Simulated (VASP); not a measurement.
# Si48SnH16Cl4 in VASP: single point with PBE+D3(BJ)

Aim: the single point of Si48SnH16Cl4 with PBE+D3(BJ).

Program: VASP 6.6.1. These are calculated values, not measurements. Logs are shortened: lines on timing, memory, paths and dates and some standing lists are left out, and cuts for length are marked.

## Step 1: Starting point

The cell holds a slab with vacuum, 69 atoms: a = 10.862 Å, b = 10.862 Å, c = 23.428 Å, α = 90.00°, β = 90.00°, γ = 90.00°.

The cell was built by a generator and needn't be a form met in nature.

## Step 2: Single point, PBE+D3(BJ)

INCAR reads:

```
  PREC = Accurate
  ENCUT = 400
  EDIFF = 1E-7
  ISMEAR = 0
  SIGMA = 0.05
  LREAL = Auto
  LASPH = True
  NELM = 80
  ALGO = Fast
  ISIF = 2
  LWAVE = False
  LCHARG = False
  GGA = PE
  IVDW = 12
  ISYM = 0
  NCORE = 4
```

KPOINTS reads:

```
Automatic mesh
0
Gamma
  1 1 1
```

POSCAR reads:

```
Si48SnH16Cl4
1.0
    7.6805938572      7.6805938572      0.0000000000
   -7.6805938572      7.6805938572      0.0000000000
    0.0000000000      0.0000000000     23.4276500000
Si H Sn Cl
48 16 1 4
Direct
    0.7005149941      0.2994850059      0.4169282877
    0.7994850059      0.7005149941      0.4169282877
    0.0494850059      0.9505149941      0.4310142076
    0.2994850059      0.2005149941      0.4169282877
    0.9505149941      0.5494850059      0.4451001274
    0.2005149941      0.7994850059      0.4310142076
    0.4505149941      0.0494850059      0.4451001274
    0.5494850059      0.4505149941      0.4451001274
    0.8750000000      0.3750000000      0.3773276449
    0.8750000000      0.8750000000      0.3773276449
    0.1250000000      0.1250000000      0.3773276449
    0.3750000000      0.3750000000      0.3773276449
    0.1250000000      0.6250000000      0.3773276449
    0.3750000000      0.8750000000      0.3773276449
    0.6250000000      0.1250000000      0.3773276449
    0.6250000000      0.6250000000      0.3773276449
    0.0000000000      0.2500000000      0.3193726217
    0.0000000000      0.7500000000      0.3193726217
    0.2500000000      0.0000000000      0.3193726217
    0.5000000000      0.2500000000      0.3193726217
    0.2500000000      0.5000000000      0.3193726217
    0.5000000000      0.7500000000      0.3193726217
    0.7500000000      0.0000000000      0.3193726217
    0.7500000000      0.5000000000      0.3193726217
    0.8750000000      0.1250000000      0.2614175984
    0.8750000000      0.6250000000      0.2614175984
    0.1250000000      0.8750000000      0.2614175984
    0.3750000000      0.1250000000      0.2614175984
    0.1250000000      0.3750000000      0.2614175984
    0.3750000000      0.6250000000      0.2614175984
    0.6250000000      0.8750000000      0.2614175984
    0.6250000000      0.3750000000      0.2614175984
    0.7500000000      0.2500000000      0.2034625752
    0.7500000000      0.7500000000      0.2034625752
    0.0000000000      0.0000000000      0.2034625752
    0.2500000000      0.2500000000      0.2034625752
    0.0000000000      0.5000000000      0.2034625752
    0.2500000000      0.7500000000      0.2034625752
    0.5000000000      0.0000000000      0.2034625752
    0.5000000000      0.5000000000      0.2034625752
    0.8750000000      0.3750000000      0.1455075520
    0.8750000000      0.8750000000      0.1455075520
    0.1250000000      0.1250000000      0.1455075520
    0.3750000000      0.3750000000      0.1455075520
    0.1250000000      0.6250000000      0.1455075520
    0.3750000000      0.8750000000      0.1455075520
    0.6250000000      0.1250000000      0.1455075520
    0.6250000000      0.6250000000      0.1455075520
    0.9516281893      0.2983718107      0.1067115140
    0.7983718107      0.4516281893      0.1067115140
    0.9516281893      0.7983718107      0.1067115140
    0.7983718107      0.9516281893      0.1067115140
    0.2016281893      0.0483718107      0.1067115140
    0.0483718107      0.2016281893      0.1067115140
    0.4516281893      0.2983718107      0.1067115140
    0.2983718107      0.4516281893      0.1067115140
    0.2016281893      0.5483718107      0.1067115140
    0.0483718107      0.7016281893      0.1067115140
    0.4516281893      0.7983718107      0.1067115140
    0.2983718107      0.9516281893      0.1067115140
    0.7016281893      0.0483718107      0.1067115140
    0.5483718107      0.2016281893      0.1067115140
    0.7016281893      0.5483718107      0.1067115140
    0.5483718107      0.7016281893      0.1067115140
    0.2573037929      0.7426962071      0.5310184814
    0.1691197045      0.8722741432      0.5972000340
    0.1953636765      0.5462161392      0.5541981500
    0.4666838589      0.7503658381      0.5459954402
    0.0011009493      0.9988990507      0.5162178489
```

Potentials or basis: VASP PAW PBE potentials, release 64 (Si, H, Sn_d, Cl).

On the command line:

```
$ cat potpaw_PBE.64/Si/POTCAR potpaw_PBE.64/H/POTCAR potpaw_PBE.64/Sn_d/POTCAR potpaw_PBE.64/Cl/POTCAR > POTCAR
$ mpirun -np 8 vasp_gam > vasp.out
```

OUTCAR:

```text
PREC = Accurate
   ENCUT = 400
   EDIFF = 1E-7
   ISMEAR = 0
   LREAL = Auto
   LASPH = True
   NELM = 80
   ISIF = 2
   GGA = PE
   IVDW = 12
   ISYM = 0
 IVDW          = 12

 ion  position               nearest neighbor table
   1  0.701  0.299  0.417-   9 2.26  15 2.26   8 2.41
   2  0.799  0.701  0.417-  10 2.26  16 2.26   5 2.41
   3  0.049  0.951  0.431-  69 2.13   6 2.32  11 2.42  10 2.42
   4  0.299  0.201  0.417-  11 2.26  12 2.26   7 2.41
   5  0.951  0.549  0.445-   2 2.41   9 2.60  13 2.60
   6  0.201  0.799  0.431-   3 2.32  13 2.42  14 2.42  65 2.50
   7  0.451  0.049  0.445-   4 2.41  14 2.60  15 2.60
   8  0.549  0.451  0.445-   1 2.41  12 2.60  16 2.60
   9  0.875  0.375  0.377-   1 2.26  17 2.35  24 2.35   5 2.60
  10  0.875  0.875  0.377-   2 2.26  18 2.35  23 2.35   3 2.42
  11  0.125  0.125  0.377-   4 2.26  17 2.35  19 2.35   3 2.42
  12  0.375  0.375  0.377-   4 2.26  20 2.35  21 2.35   8 2.60
  13  0.125  0.625  0.377-  18 2.35  21 2.35   6 2.42   5 2.60
  14  0.375  0.875  0.377-  19 2.35  22 2.35   6 2.42   7 2.60
[... 32 lines left out ...]
  47  0.625  0.125  0.146-  61 1.49  62 1.49  33 2.35  39 2.35
  48  0.625  0.625  0.146-  63 1.49  64 1.49  34 2.35  40 2.35
  49  0.952  0.298  0.107-  41 1.49
  50  0.798  0.452  0.107-  41 1.49
  51  0.952  0.798  0.107-  42 1.49
  52  0.798  0.952  0.107-  42 1.49
  53  0.202  0.048  0.107-  43 1.49
  54  0.048  0.202  0.107-  43 1.49
[... 8 lines left out ...]
  63  0.702  0.548  0.107-  48 1.49
  64  0.548  0.702  0.107-  48 1.49
  65  0.257  0.743  0.531-  67 2.30  68 2.30  66 2.30   6 2.50
  66  0.169  0.872  0.597-  65 2.30
  67  0.195  0.546  0.554-  65 2.30
  68  0.467  0.750  0.546-  65 2.30
  69  0.001  0.999  0.516-   3 2.13

IMPORTANT INFORMATION: All symmetrisations will be switched off!
NOSYMM: (Re-)initialisation of all symmetry stuff for point group C_1.

----------------------------------------------------------------------------------------

                                     Primitive cell

  volume of cell :    2764.0655

  direct lattice vectors                    reciprocal lattice vectors
     7.680593857  7.680593857  0.000000000     0.065099133  0.065099133  0.000000000
    -7.680593857  7.680593857  0.000000000    -0.065099133  0.065099133  0.000000000
     0.000000000  0.000000000 23.427650000     0.000000000  0.000000000  0.042684606

  length of vectors
    10.862000000 10.862000000 23.427650000     0.092064077  0.092064077  0.042684606

  position of ions in fractional coordinates (direct lattice)
     0.700514994  0.299485006  0.416928288
     0.799485006  0.700514994  0.416928288
     0.049485006  0.950514994  0.431014208
     0.299485006  0.200514994  0.416928288
     0.950514994  0.549485006  0.445100127
     0.200514994  0.799485006  0.431014208
[... 61 lines left out ...]
     0.466683859  0.750365838  0.545995440
     0.001100949  0.998899051  0.516217849

  ion indices of the primitive-cell ions
   primitive index   ion index
                 1           1
                 2           2
                 3           3
                 4           4
                 5           5
                 6           6
[... 61 lines left out ...]
                68          68
                69          69

----------------------------------------------------------------------------------------

 KPOINTS: Automatic mesh

Automatic generation of k-mesh.
 Grid dimensions read from file:
 generate k-points for:    1    1    1

 Generating k-lattice:

  Cartesian coordinates                     Fractional coordinates (reciprocal lattice)
     0.065099133  0.065099133  0.000000000     1.000000000  0.000000000  0.000000000
    -0.065099133  0.065099133  0.000000000     0.000000000  1.000000000  0.000000000
     0.000000000  0.000000000  0.042684606     0.000000000  0.000000000  1.000000000

  Length of vectors
     0.092064077  0.092064077  0.042684606

  Shift w.r.t. Gamma in fractional coordinates (k-lattice)
     0.000000000  0.000000000  0.000000000

 Subroutine IBZKPT returns following result:
 ===========================================

 Found      1 irreducible k-points:

 Following reciprocal coordinates:
            Coordinates               Weight
  0.000000  0.000000  0.000000      1.000000
   k-points           NKPTS =      1   k-points in BZ     NKDIM =      1   number of bands    NBANDS=    160
   number of dos      NEDOS =    301   number of ions     NIONS =     69
   total plane-waves  NPLWV = 829440
   dimension x,y,z NGX =    72 NGY =   72 NGZ =  160
   dimension x,y,z NGXF=   144 NGYF=  144 NGZF=  320
   ions per type =              48  16   1   4
   NGX,Y,Z   is equivalent  to a cutoff of  11.02, 11.02, 11.35 a.u.
   NGXF,Y,Z  is equivalent  to a cutoff of  22.04, 22.04, 22.71 a.u.
 SYSTEM =  unknown system
   PREC   = accura    normal or accurate (medium, high low for compatibility)
   ISTART =      0    job   : 0-new  1-cont  2-samecut
   ICHARG =      2    charge: 1-file 2-atom 10-const
   ISPIN  =      1    spin polarized calculation?
   LNONCOLLINEAR =      F non collinear calculations
   LSORBIT =      F    spin-orbit coupling
   LASPH  =      T    aspherical Exc in radial PAW
   ENCUT  =  400.0 eV  29.40 Ry    5.42 a.u.  17.71 17.71 38.20*2*pi/ulx,y,z
   NELM   =     80;   NELMIN=  2; NELMDL= -5     # of ELM steps
   EDIFF  = 0.1E-06   stopping-criterion for ELM
   LREAL  =      T    real-space projection
   EDIFFG = 0.1E-05   stopping-criterion for IOM
   NSW    =      0    number of steps for IOM
   IBRION =     -1    ionic relax: 0-MD 1-quasi-New 2-CG
   NFREE  =      0    steps in history (QN), initial steepest desc. (CG)
   ISIF   =      2    stress and relaxation
   ISYM   =      0    0-nonsym 1-usesym 2-fastsym
   POTIM  = 0.5000    time-step for ionic-motion
   TEBEG  =    0.0;   TEEND  =   0.0 temperature during run
   PSTRESS=    0.0 pullay stress
   NELECT =     250.0000    total number of electrons
   NUPDOWN=      -1.0000    fix difference up-down
   EMIN   =  10.00;   EMAX   =-10.00  energy-range for DOS
   EFERMI =   0.00;   METHOD = LEGACY
   ISMEAR =     0;   SIGMA  =   0.05  broadening in eV -4-tet -1-fermi 0-gaus
   EFERMI_NEDOS =   21; number of points for ismear=-14 and -15
   IALGO  =     68    algorithm
   IMIX   =      4    mixing-type and parameters
     AMIX     =   0.40;   BMIX     =  1.00
     AMIX_MAG =   1.60;   BMIX_MAG =  1.00
  volume/ion in A,a.u.               =      40.06       270.33
  Fermi-wavevector in a.u.,A,eV,Ry     =   0.734861  1.388687  7.347434  0.540021
  Thomas-Fermi vector in A             =   1.827918
   LORBIT       =      0    0 simple, 1 ext, 2 COOP (PROOUT), +10 PAW based schemes
   GGA     = PE    functional components
   LHFCALC =     F    Hartree Fock is set to
   AEXX    =    0.0000 exact exchange contribution
   IVDW    =    12    specifies the selected vdW correction
   LEPSILON=     F    determine dielectric tensor
   LRPA    =     F    only Hartree local field effects (RPA)
 non-spin polarized calculation
 RMM-DIIS sequential band-by-band and
 Gauss-broadening in eV      SIGMA  =   0.05
  energy-cutoff  :      400.00
  volume of cell :     2764.07
 maximum number of plane-waves:     25105
 NGX is ok and might be reduce to    70
   NGX = 35   NGY = 35   NGZ = 77

 number of electron     249.9999944 magnetization

 Free energy of the ion-electron system (eV)
  ---------------------------------------------------
  ext. energy  EPLUGINS =         0.00000000
  ---------------------------------------------------
  free energy    TOTEN  =      -315.73643922 eV

  energy without entropy =     -315.71275857  energy(sigma->0) =     -315.72459890

 E-fermi :  -0.7630     XC(G=0):  -4.5508

 val. band max:       -0.8095379544   @ k =   0.0000   0.0000   0.0000
 cond. band min:      -0.7163635373   @ k =   0.0000   0.0000   0.0000
 fundamental gap:      0.0931744170
 Fermi energy:        -0.7629507458

 k-point     1 :       0.0000    0.0000    0.0000
  band No.  band energies     occupation
      1     -22.9811      2.00000
      2     -22.9767      2.00000
      3     -22.8555      2.00000
      4     -22.7971      2.00000
      5     -22.7961      2.00000
      6     -16.6015      2.00000
[... 129 lines left out ...]
    136       1.1145      0.00000
    137       1.1408      0.00000
 [bands above 137 left out]

------------------------ aborting loop because EDIFF is reached ----------------------------------------

 Edisp (eV)  -13.38329

 E8    (eV) :    -5.5652

  FORCE on cell =-STRESS in cart. coord.  units (eV):
  Direction    XX          YY          ZZ          XY          YZ          ZX
  --------------------------------------------------------------------------------------
  -------------------------------------------------------------------------------------
  Total      21.95872     0.99446   -10.05672     0.27443     0.37717     4.64733
  in kB      12.72826     0.57643    -5.82933     0.15907     0.21862     2.69380
  external pressure =        2.49 kB  Pullay stress =        0.00 kB

 VOLUME and BASIS-vectors are now :
 -----------------------------------------------------------------------------
  energy-cutoff  :      400.00
  volume of cell :     2764.07
      direct lattice vectors                 reciprocal lattice vectors
     7.680593857  7.680593857  0.000000000     0.065099133  0.065099133  0.000000000
    -7.680593857  7.680593857  0.000000000    -0.065099133  0.065099133  0.000000000
     0.000000000  0.000000000 23.427650000     0.000000000  0.000000000  0.042684606

 POSITION                                       TOTAL-FORCE (eV/Angst)
 -----------------------------------------------------------------------------------
      3.08015      7.68059      9.76765        -0.320057      0.003762     -0.578957
      0.76015     11.52089      9.76765         0.772362     -0.162825     -0.291179
     -6.92045      7.68059     10.09765        -1.435483     -0.005245      0.117137
      0.76015      3.84030      9.76765         0.794360      0.162430     -0.288208
      3.08015     11.52089     10.42765         0.657875     -0.045173     -0.904012
     -4.60045      7.68059     10.09765         1.148273      0.003579     -1.671409
[... 61 lines left out ...]
     -2.17885      9.34766     12.79139         0.575617      0.518922      0.088994
     -7.66368      7.68059     12.09377        -0.341005     -0.085001     -1.175278
 -----------------------------------------------------------------------------------
    total drift:                               -0.000361      0.000804     -0.013016

  FREE ENERGIE OF THE ION-ELECTRON SYSTEM (eV)
  ---------------------------------------------------
  free  energy   TOTEN  =      -329.1197333606 eV

  energy  without entropy=     -329.0960527157  energy(sigma->0) =     -329.10789304
```

Run time: 2.2 min. Hardware: 8 MPI ranks of Intel Xeon Platinum 8259CL at 2.50GHz (Skylake/Cascade Lake), shared host; peak memory 0.36 GiB.

What came out:

```
Free energy                : -329.1197 eV
Largest force              : 2.028 eV/Å
Band gap on the k mesh     : 0.09 eV, direct
Dispersion energy per atom : -0.194 eV
```

Forces in eV/Å, atoms in the order of the input:
```
Si  -0.320  0.004 -0.579
Si   0.772 -0.163 -0.291
Si  -1.435 -0.005  0.117
Si   0.794  0.162 -0.288
Si   0.658 -0.045 -0.904
Si   1.148  0.004 -1.671
Si   0.664  0.013 -0.865
Si  -0.826  0.012 -0.821
Si  -0.373  1.112  0.716
Si   0.109  0.806  0.214
Si   0.108 -0.813  0.218
Si   0.272  1.026  0.652
Si  -1.250 -0.494  0.979
Si  -1.248  0.503  0.978
Si  -0.383 -1.125  0.713
Si   0.271 -1.039  0.665
Si  -0.086 -0.086  0.383
Si   0.421 -0.056 -0.474
Si   0.429  0.047 -0.473
Si   0.042 -0.006 -0.417
Si  -0.008  0.116  0.431
Si  -0.012 -0.120  0.433
Si  -0.086  0.086  0.382
Si   0.033  0.006 -0.414
Si   0.049 -0.001  0.004
Si   0.078  0.013  0.017
Si  -0.270 -0.002 -0.127
Si   0.077 -0.010  0.016
Si  -0.001 -0.001  0.065
Si   0.029  0.001  0.015
Si  -0.001  0.001  0.063
Si  -0.236 -0.001 -0.012
Si  -0.059 -0.001 -0.141
Si   0.102 -0.053 -0.155
Si   0.103 -0.002 -0.174
Si   0.102  0.053 -0.156
Si  -0.109  0.007 -0.149
Si  -0.085 -0.002 -0.176
Si  -0.108 -0.007 -0.149
Si   0.094 -0.002 -0.160
Si   0.081  0.002  0.079
Si  -0.121  0.040  0.071
Si  -0.120 -0.039  0.071
Si  -0.103  0.017  0.072
Si   0.091  0.023  0.076
Si   0.090 -0.023  0.077
Si   0.081 -0.002  0.079
Si  -0.102 -0.016  0.072
H   -0.271 -0.003  0.050
H    0.265 -0.001  0.070
H   -0.266 -0.013  0.071
H    0.279 -0.022  0.037
H   -0.266  0.013  0.071
H    0.279  0.022  0.038
H   -0.266 -0.005  0.069
H    0.283 -0.018  0.044
H   -0.277  0.012  0.049
H    0.268 -0.011  0.066
H   -0.277 -0.012  0.050
H    0.268  0.011  0.066
H   -0.271  0.002  0.049
H    0.265  0.001  0.070
H   -0.266  0.004  0.069
H    0.283  0.017  0.045
Sn  -0.246  0.048 -0.080
Cl   0.204  0.170  0.989
Cl   0.424 -0.592  0.199
Cl   0.576  0.519  0.089
Cl  -0.341 -0.085 -1.175
```

Levels at points of the mesh, in eV from the valence-band top:
```
           k point  band 123  band 124  band 125  band 126  band 127  band 128
(0.00, 0.00, 0.00)     -0.28     -0.24      0.00      0.09      0.67      0.75
```

Caveat: spin-orbit coupling is left out, which moves the levels of the heavy elements. Expect the measured gap to be larger: semilocal functionals such as PBE lack the derivative discontinuity.
